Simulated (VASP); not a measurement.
Energy against volume of NiSi2 (fluorite). Level of theory: revPBE GGA, VASP's PBE PAW potentials (set 64) (plane waves; VASP 6.6.1). Run with 520 eV cut-off, 10×10×10 Γ-centred mesh, first-order Methfessel-Paxton smearing of 0.10 eV, potentials Si Ni.

```csv
V (Å³/atom),E (eV/atom)
12.855,-5.46731
13.265,-5.48402
13.675,-5.48777
14.085,-5.48104
```

Problem. Fit these four points and predict the energy of the run at 14.496 Å³/atom.

Solution. A cubic in V^(−2/3), the third-order Birch-Murnaghan form, passes through the four points with V0 = 13.60 Å³/atom and B0 = 141 GPa, and gives -5.4658 eV/atom there. The run gave -5.4658 eV/atom, +0.1 meV/atom from the fit; all five points give B0 = 141 GPa.

The compound is NiSi2 in the fluorite structure. It was relaxed first. The run is not spin-polarised, so no magnetic state was tried.
